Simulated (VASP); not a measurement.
An input for Quantum ESPRESSO's pw.x (written as the equivalent of a VASP run, and not itself run):

```
&CONTROL
  calculation = 'scf'
  pseudo_dir = './pseudo'
  outdir = './out'
  tprnfor = .true.
  tstress = .true.
/
&SYSTEM
  ibrav = 0
  nat = 5
  ntyp = 3
  ecutwfc = 84
  occupations = 'smearing'
  smearing = 'gaussian'
  degauss = 0.003675
  input_dft = 'pbe'
  vdw_corr = 'grimme-d3'
  dftd3_version = 3
  dftd3_threebody = .false.
/
&ELECTRONS
  conv_thr = 7.3e-09
  electron_maxstep = 100
/
ATOMIC_SPECIES
  K 39.098 K.upf
  Zn 65.380 Zn.upf
  F 18.998 F.upf
CELL_PARAMETERS angstrom
     4.1603802    0.0000000    0.0000000
     0.0000000    4.1603802    0.0000000
     0.0000000    0.0000000    4.1603802
ATOMIC_POSITIONS crystal
  K    0.0000000  0.0000000  0.0000000
  Zn   0.5000000  0.5000000  0.5000000
  F    0.5000000  0.0000000  0.5000000
  F    0.0000000  0.5000000  0.5000000
  F    0.5000000  0.5000000  0.0000000
K_POINTS automatic
  6 6 6 0 0 0
```

Problem. Translate this input to VASP (INCAR, KPOINTS, POSCAR, choice of POTCAR).

Solution. Several could match; the one computed here: 
File KPOINTS:
```
Regular mesh
0
G
6 6 6
```

### INCAR
```
# general
SYSTEM   =  KZnF3
PREC     =  Accurate
ENCUT    =  520   # plane-wave cut-off (eV)
LREAL    =  F
LASPH    =  T   # aspherical one-centre terms

# electronic loop
EDIFF    =  1E-7
NELM     =  100   # most electronic steps
ALGO     =  Normal
LMAXMIX  =  4   # l cut-off of mixed one-centre charges

# smearing
ISMEAR   =  0   # Gaussian
SIGMA    =  0.05   # width (eV)

# functional
GGA      =  PE
IVDW     =  11

# ions
ISIF     =  2

# output
LWAVE    =  F
LCHARG   =  F
```

### POSCAR
```
KZnF3
4.160380
  1.0000000554   0.0000000000   0.0000000000
  0.0000000000   1.0000000554   0.0000000000
  0.0000000000   0.0000000000   1.0000000554
K Zn F
1 1 3
Cart
  0.0000000000   0.0000000000   0.0000000000
  0.5000000277   0.5000000277   0.5000000277
  0.5000000277   0.0000000000   0.5000000277
  0.0000000000   0.5000000277   0.5000000277
  0.5000000277   0.5000000277   0.0000000000
```

POTCAR, in this order: K_sv Zn F (PBE.64 set). Program: vasp_std.

What does not carry over: the potentials are each code's own (VASP's PAW set, PseudoDojo norm-conserving files in pw.x), so ENCUT and ecutwfc are chosen apart and not converted; conv_thr bounds pw.x's estimated SCF error, while EDIFF bounds the energy change between steps.

The compound is KZnF3 in the cubic perovskite structure. This cell is one point of a volume scan, at 1.03 of the reference volume.
